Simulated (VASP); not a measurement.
A convergence study with VASP on Ti (hcp): one setting is varied, all else stays as given below, so the limit is that of these other settings.

```
Ti
1.0
    1.47500    -2.55477     0.00000
    1.47500     2.55477     0.00000
    0.00000     0.00000     4.68000
Ti
2
Direct
  0.33333   0.66667   0.25000
  0.66667   0.33333   0.75000
```

The numbers are results of PBE GGA, VASP's PBE PAW potentials (set 64) (plane waves; VASP), not measurements. The tightest run used: 550 eV cut-off, 20×20×11 Monkhorst-Pack mesh, first-order Methfessel-Paxton smearing of 0.10 eV, potentials Ti_sv.

```csv
setting,E (eV/atom),pressure (GPa),irreducible k-points
1×1×1 mesh,-7.7915,36.36,1
2×2×1 mesh,-8.0301,-3.21,2
3×3×2 mesh,-7.8382,-2.36,3
4×4×2 mesh,-7.8676,-1.86,6
5×5×3 mesh,-7.8322,-1.96,10
6×6×3 mesh,-7.8302,-1.58,24
7×7×4 mesh,-7.8298,-1.31,16
```

These are the cheaper rows. Estimate the results at 20×20×11 mesh, and how far the last row shown lies from them.

```
quantity        tightest run  last row shown is off by
--------------  ------------  ------------------------
E (eV/atom)          -7.8346                    0.0048
pressure (GPa)         -1.78                      0.47
```

Left out are rungs that failed or repeat a setting and relaxations that didn't move; long series are thinned to 24 rows.

The compound is Ti in the hcp structure. The cell was not relaxed at this level.
